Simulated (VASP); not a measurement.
A convergence study with VASP on Ag (fcc): a few settings are varied, all else stays as given below, so the limit is that of these other settings. The cell's lengths are 1 % over those of the tabulated start, so it is off equilibrium.

```xyz
1
Lattice="0.0000 2.0654 2.0654 2.0654 0.0000 2.0654 2.0654 2.0654 0.0000" Properties=species:S:1:pos:R:3 pbc="T T T"
Ag     0.0000     0.0000     0.0000
```

All values below come from PBE GGA, VASP's PBE PAW potentials (set 64) (plane waves; VASP 6.6.1). The last row used: 550 eV cut-off, 13×13×13 Γ-centred mesh, first-order Methfessel-Paxton smearing of 0.10 eV, potentials Ag.

```json
[
 {"setting": "ALGO = Normal, EDIFF = 1E-2", "E (eV/atom)": "-2.7168", "pressure (GPa)": "6.84", "electronic steps": "7"},
 {"setting": "ALGO = Normal, EDIFF = 1E-3", "E (eV/atom)": "-2.7142", "pressure (GPa)": "0.68", "electronic steps": "9"},
 {"setting": "ALGO = Normal, EDIFF = 1E-4", "E (eV/atom)": "-2.7142", "pressure (GPa)": "0.68", "electronic steps": "9"},
 {"setting": "ALGO = Normal, EDIFF = 1E-5", "E (eV/atom)": "-2.7142", "pressure (GPa)": "0.68", "electronic steps": "9"},
 {"setting": "ALGO = Normal, EDIFF = 1E-6", "E (eV/atom)": "-2.7142", "pressure (GPa)": "0.74", "electronic steps": "11"},
 {"setting": "ALGO = Normal, EDIFF = 1E-7", "E (eV/atom)": "-2.7142", "pressure (GPa)": "0.74", "electronic steps": "12"},
 {"setting": "ALGO = Normal, EDIFF = 1E-8", "E (eV/atom)": "-2.7142", "pressure (GPa)": "0.74", "electronic steps": "13"},
 {"setting": "ALGO = Normal, EDIFF = 1E-9", "E (eV/atom)": "-2.7142", "pressure (GPa)": "0.74", "electronic steps": "16"},
 {"setting": "ALGO = Fast, EDIFF = 1E-2", "E (eV/atom)": "-2.7168", "pressure (GPa)": "7.85", "electronic steps": "7"},
 {"setting": "ALGO = Fast, EDIFF = 1E-3", "E (eV/atom)": "-2.7142", "pressure (GPa)": "1.60", "electronic steps": "9"},
 {"setting": "ALGO = Fast, EDIFF = 1E-4", "E (eV/atom)": "-2.7142", "pressure (GPa)": "1.56", "electronic steps": "9"},
 {"setting": "ALGO = Fast, EDIFF = 1E-5", "E (eV/atom)": "-2.7142", "pressure (GPa)": "0.93", "electronic steps": "10"},
 {"setting": "ALGO = Fast, EDIFF = 1E-6", "E (eV/atom)": "-2.7142", "pressure (GPa)": "0.80", "electronic steps": "11"},
 {"setting": "ALGO = Fast, EDIFF = 1E-7", "E (eV/atom)": "-2.7142", "pressure (GPa)": "0.77", "electronic steps": "13"},
 {"setting": "ALGO = Fast, EDIFF = 1E-8", "E (eV/atom)": "-2.7142", "pressure (GPa)": "0.75", "electronic steps": "15"},
 {"setting": "ALGO = Fast, EDIFF = 1E-9", "E (eV/atom)": "-2.7142", "pressure (GPa)": "0.74", "electronic steps": "18"},
 {"setting": "ALGO = All, EDIFF = 1E-2", "E (eV/atom)": "-2.7141", "pressure (GPa)": "0.86", "electronic steps": "9"},
 {"setting": "ALGO = All, EDIFF = 1E-3", "E (eV/atom)": "-2.7141", "pressure (GPa)": "0.86", "electronic steps": "9"},
 {"setting": "ALGO = All, EDIFF = 1E-4", "E (eV/atom)": "-2.7142", "pressure (GPa)": "0.83", "electronic steps": "11"},
 {"setting": "ALGO = All, EDIFF = 1E-5", "E (eV/atom)": "-2.7142", "pressure (GPa)": "0.84", "electronic steps": "11"},
 {"setting": "ALGO = All, EDIFF = 1E-6", "E (eV/atom)": "-2.7142", "pressure (GPa)": "0.77", "electronic steps": "12"},
 {"setting": "ALGO = All, EDIFF = 1E-7", "E (eV/atom)": "-2.7142", "pressure (GPa)": "0.74", "electronic steps": "14"},
 {"setting": "ALGO = All, EDIFF = 1E-8", "E (eV/atom)": "-2.7142", "pressure (GPa)": "0.74", "electronic steps": "15"},
 {"setting": "ALGO = All, EDIFF = 1E-9", "E (eV/atom)": "-2.7142", "pressure (GPa)": "0.74", "electronic steps": "18"}
]
```

Left out are rungs that failed or repeat a setting and relaxations that didn't move; long series are thinned to 24 rows.

The compound is Ag in the fcc structure. The cell was not relaxed at this level.
